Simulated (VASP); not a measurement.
Shape and ions are relaxed at each volume.

Energy against volume of Ru (hcp). These are MS2 meta-GGA, VASP's PBE PAW potentials (set 64) (plane waves; VASP) values and carry that method's errors.

```csv
V (Å³/atom),E (eV/atom)
12.655,-7.79696
13.059,-7.84215
13.462,-7.85593
13.866,-7.84338
14.270,-7.80877
```

Question: Fit a third-order Birch-Murnaghan equation of state.

Answer: 
```yaml
volume_per_atom: 13.46 Å³/atom
bulk_modulus: 348 GPa
pressure_derivative_of_the_bulk_modulus: 4.87
```

Measured: bulk modulus 318 GPa at 0 K (computed value off by +9.4 %), as given by Vázquez-Parga, Fernández-Martínez, Viñes, J. Chem. Theory Comput. (2023), doi:10.1021/acs.jctc.3c00612, Supporting … [zero-point energy and finite temperature contributions removed].

The compound is Ru in the hcp structure. It was relaxed first.
